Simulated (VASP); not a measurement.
Crystal: TiC.

```
Ti C
1.0
     0.00000    2.15930    2.15930
     2.15930    0.00000    2.15930
     2.15930    2.15930    0.00000
Ti C
1 1
Direct
  0.00000 0.00000 0.00000
  0.50000 0.50000 0.50000
```

Base run:

```yaml
Program: VASP 6.6.1
Functional: PBEsol
Potentials_or_basis: VASP PAW PBE potentials, release 64 (Ti_sv, C)
Cutoff: 520 eV
k_mesh: 12 × 12 × 12
Occupations: fermi-dirac, width 0.05 eV
Spin: no spin polarisation
```

Its results: band gap on the k mesh none (metal or under the smearing width); pressure -4.3 GPa.

Q: The run is repeated on the same cell with these changes: functional from PBEsol to PBE. What comes out?

A: Band gap on the k mesh none (metal or under the smearing width); pressure 2.8 GPa.

PBE binds less tightly than PBEsol, so the same cell stands under more pressure.

Caveats: the PAW data sets were made with another functional, which shifts forces and pressure a little (some runs).
